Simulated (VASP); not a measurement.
Shape and ions are relaxed at each volume.

Energy against volume of La₂O₃ (a-type). All values below come from revPBE GGA, VASP's PBE PAW potentials (set 64) (plane waves; VASP).

```tsv
V (Å³/atom)	E (eV/atom)
15.914	-8.00803
16.421	-8.02530
16.929	-8.03114
17.437	-8.02704
17.945	-8.01441
```

Task: Fit a third-order Birch-Murnaghan equation of state.

Result: 
The volume per atom comes out as 16.96 Å³/atom and the bulk modulus is 103 GPa. The pressure derivative of the bulk modulus comes out as 3.88.

Measured: bulk modulus 113 GPa at 300 K (computed value off by -8.7 %), as given by Juan A. Santana et al., The Journal of Chemical Physics (2016), arXiv:1608.06321. The calculation is for a static lattice, while the measured bulk modulus holds thermal and zero-point effects, which are part of the difference.

The compound is La2O3 in the a-type structure. It was relaxed first.
